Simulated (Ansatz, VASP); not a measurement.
Given: the input of a run of VASP 6.6.1 on CaMg6Ni.

INCAR

```
PREC = Accurate
ENCUT = 520
EDIFF = 1E-7
ISMEAR = -1
SIGMA = 0.05
LREAL = F
LASPH = T
NELM = 120
ALGO = Normal
ISIF = 2
LWAVE = F
LCHARG = F
ISPIN = 2
MAGMOM = 1 0 0 0 0 0 0 0
LORBIT = 11
LMAXMIX = 4
GGA = PE
NBANDS = 30
```

KPOINTS

```
regular mesh
0
Gamma
  6 5 5
```

Contents of POSCAR:

```
CaMg6Ni
1.0
    4.8918520000      0.0000000000      0.0000000000
    0.0000000000      3.1261880000      5.8907215000
    0.0000000000     -3.1261880000      5.8907215000
Ni Ca Mg
1 1 6
Direct
    0.5060340000      0.6377640000      0.6348910000
   -0.0006910000      0.8111410000      0.8015330000
    0.5023580000      0.1848880000      0.1733520000
    0.4954160000      0.6828830000      0.2076850000
    0.4863520000      0.1910550000      0.6803410000
    0.0034290000      0.3463750000      0.3351770000
   -0.0039570000      0.8258980000      0.3313200000
   -0.0031380000      0.3366610000      0.8168980000
```

Potentials or basis: VASP PAW PBE potentials, release 64 (Ni, Ca_sv, Mg).

Run with:

```console
$ cat potpaw_PBE.64/Ni/POTCAR potpaw_PBE.64/Ca_sv/POTCAR potpaw_PBE.64/Mg/POTCAR > POTCAR
$ mpirun -np 1 vasp_std > vasp.out
```

Problem. Set up the same calculation for Ansatz 0.2.0. Potentials there: Ansatz PAW.

Solution. As run (the cutoff follows the program's own potentials):

Contents of input.yaml:

```yaml
crystal:
  lattice:
    - [4.891852, 0.0, 0.0]
    - [0.0, 3.126188, 5.8907215]
    - [0.0, -3.126188, 5.8907215]
  atoms:
    - { symbol: Ni, position: [0.506034, 0.637764, 0.634891], spin: 1.0 }
    - { symbol: Ca, position: [-0.000691, 0.811141, 0.801533] }
    - { symbol: Mg, position: [0.502358, 0.184888, 0.173352] }
    - { symbol: Mg, position: [0.495416, 0.682883, 0.207685] }
    - { symbol: Mg, position: [0.486352, 0.191055, 0.680341] }
    - { symbol: Mg, position: [0.003429, 0.346375, 0.335177] }
    - { symbol: Mg, position: [-0.003957, 0.825898, 0.33132] }
    - { symbol: Mg, position: [-0.003138, 0.336661, 0.816898] }
hamiltonian:
  xc: pbe
  pseudopotentials: { kind: paw }
magnetization:
  spin_polarized: true
kpoints:
  mp_grid: { grid: [6, 5, 5] }
scf:
  occupations: { method: fermi_dirac, width: 0.05 }
output:
  forces: true
  stress: true
  eigenvalues: true
```

Potentials or basis: Ansatz PAW.

Run with:

```console
$ ansatz run input.yaml --threads 4 --pin off --max-ram 10240MiB --backend cpu --events-out ev --progress --plain --runs-dir out
```

Both were run:

|  | VASP | Ansatz | Ansatz less VASP |
| --- | --- | --- | --- |
| gap on the k mesh at the Fermi level (eV) | none | none | - |
| pressure (GPa) | 0.2 | 0.2 | +0.04 |
| largest component of the traceless stress (GPa) | 0.10 | 0.09 | -0.008 |
| rms of the force components (eV/Å) | 0.093 | 0.093 | 0.0000 |
| net moment per atom (μB) | 0.00 | 0.00 | 0.000 |

Atom by atom the forces differ by 0.003 eV/Å (rms over components). A gap of «none» marks a metal or a gap that the smearing closes. With one functional, cell and mesh, what is left measures potentials, basis and numerics. The two sets of potentials don't hold the same shells in valence.

Caveats: the starting moments weren't kept (Ansatz).
